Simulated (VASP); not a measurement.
Given:

```
Li2O
1.0
    0.00000     2.31707     2.31707
    2.31707     0.00000     2.31707
    2.31707     2.31707     0.00000
Li O
2 1
Cartesian
  1.15854   1.15854   1.15854
  3.47561   3.47561   3.47561
  0.00000   0.00000   0.00000
```

The numbers are results of revPBE GGA, VASP's PBE PAW potentials (set 64) (plane waves; VASP), not measurements. Numerical set-up: 520 eV cut-off, 8×8×8 Γ-centred mesh, Gaussian smearing of 0.050 eV, potentials Li_sv O.

Question: The job: Li2O (antifluorite), 3 atoms, revPBE, static run, 520 eV, 8×8×8 Γ-centred mesh. Roughly how much core time does it take on a busy server core?

Answer: About 5 core-seconds (one run on a shared machine, a rough figure). It had 29 irreducible k-points, 10 bands, up to 692 plane waves and 14 electronic steps.

The compound is Li2O in the antifluorite structure. This cell is one point of a volume scan, at 0.97 of the reference volume.
